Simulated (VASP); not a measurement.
## MgO (Periclase): relaxation of cell and atoms with PBEsol

The system is MgO (Periclase).

```xyz
2
Lattice="0.0000 2.1085 2.1085 2.1085 0.0000 2.1085 2.1085 2.1085 0.0000" Properties=species:S:1:pos:R:3 pbc="T T T"
Mg    0.0000    0.0000    0.0000
O     2.1085    2.1085    2.1085
```

```
Program                : VASP 6.6.1
Task                   : relaxation of cell and atoms
Functional             : PBEsol
Potentials or basis    : VASP PAW PBE potentials, release 64 (Mg, O)
Cutoff                 : 600 eV
k mesh                 : 12 × 12 × 12
Occupations            : gaussian, width 0.03 eV
Spin                   : no spin polarisation
Further INCAR settings : ALGO = Normal; EDIFF = 1e-06; IBRION = 2; EDIFFG = -0.01; NSW = 90; ISIF = 3
```

```
Relaxed volume                         : 9.31 Å³/atom
Relaxed cell                           : a = 2.975 Å, b = 2.975 Å, c = 2.975 Å, α = 60.00°, β = 60.00°, γ = 60.00°
Space group after relaxing (to 0.05 Å) : Fm-3m (No. 225)
Energy gained by relaxing              : 0.2 meV/atom
Ionic steps                            : 3
Pressure after relaxing                : 0.0 GPa
Band gap on the k mesh                 : 4.66 eV, direct
```

The path:
```
step  energy change (eV)  largest force (eV/Å)  pressure (GPa)  volume (Å³)
   1              0.0000                0.0000           -1.04        18.75
   2             -0.0003                0.0000            0.38        18.58
   3             -0.0004                0.0000            0.00        18.63
```

Final structure:
```xyz
2
Lattice="0.0000 2.1039 2.1039 2.1039 0.0000 2.1039 2.1039 2.1039 0.0000" Properties=species:S:1:pos:R:3 pbc="T T T"
Mg    0.0000    0.0000    0.0000
O     2.1039    2.1039    2.1039
```

Levels at points of the mesh, in eV from the valence-band top:
```csv
k point,band 2,band 3,band 4,band 5,band 6,band 7
"(0.00, 0.00, 0.00)",0.00,0.00,0.00,4.66,15.65,15.65
"(0.50, 0.00, 0.00)",-4.69,-0.67,-0.67,7.77,12.54,16.21
"(0.50, 0.50, 0.00)",-4.16,-1.37,-1.37,8.93,9.91,13.00
```

Run time: 9.6 s on 1 thread of Intel(R) Xeon(R) Platinum 8488C (Sapphire Rapids), with other jobs on the host, peak memory 0.15 GiB.

Caveat: the PAW data sets were made with another functional, which shifts forces and pressure a little. A k mesh can miss the band edges.
